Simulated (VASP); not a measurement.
Given:

```
KI
1.0
    0.00000     3.55235     3.55235
    3.55235     0.00000     3.55235
    3.55235     3.55235     0.00000
K I
1 1
Cartesian
  0.00000   0.00000   0.00000
  3.55235   3.55235   3.55235
```

These are revTPSS meta-GGA, VASP's PBE PAW potentials (set 64) (plane waves; VASP) values and carry that method's errors. Settings: 520 eV cut-off, 7×7×7 Γ-centred mesh, Gaussian smearing of 0.050 eV, potentials K_sv I.

Unless said otherwise, spin-orbit coupling is left out, though it shifts the bands of the heavy elements here.

Task: What does the run give for the energy per atom (σ→0), band gap (on the k-mesh) with the smallest direct gap where there is one?

Result: 
```
Property                                     Value
-----------------------------------  -------------
band gap (on the k-mesh)                   4.31 eV
smallest direct gap (on the k-mesh)        4.31 eV
energy per atom (σ→0)                6.901 eV/atom
```

Only differences to runs with the same potentials and settings are physical.

The compound is KI in the rock salt structure. This cell is one point of a volume scan, at 0.97 of the reference volume.
